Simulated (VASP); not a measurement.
Given:

```
CELL_PARAMETERS angstrom
      4.37823     0.00000     0.00000
     -2.18911     3.79166     0.00000
      0.00000     0.00000    17.32866
ATOMIC_POSITIONS crystal
  Pb 0.66667 0.33333 0.50000
  I  0.33333 0.66667 0.38369
  I  0.33333 0.66667 0.61631
```

Level of theory: PBEsol GGA, VASP's PBE PAW potentials (set 64) (plane waves; VASP). Settings: 400 eV cut-off, Gaussian smearing of 0.050 eV, potentials Pb_d I.

The cell holds a wide vacuum, so values per volume refer to the whole cell. Unless said otherwise, spin-orbit coupling is left out, though it shifts the bands of the heavy elements here.

Problem. Give the energies of bands 8 to 17 at the high-symmetry points, in eV from the valence-band maximum.

Solution. 
```
band      Γ      M      K
----  -----  -----  -----
8     -6.96  -7.33  -7.34
9     -1.33  -2.75  -2.73
10    -0.67  -2.67  -2.41
11    -0.67  -1.51  -2.40
12    -0.53  -0.83  -1.54
13    -0.23  -0.64  -0.47
14    -0.23  -0.56  -0.37
15     3.07   2.62   2.44
16     3.58   3.63   4.42
17     3.58   3.89   4.47
```

The gap is indirect, 2.45 eV, from the valence maximum at K-Γ at 0.66 to the conduction minimum at K.

The cell is a sheet with vacuum, built from a generated structure.
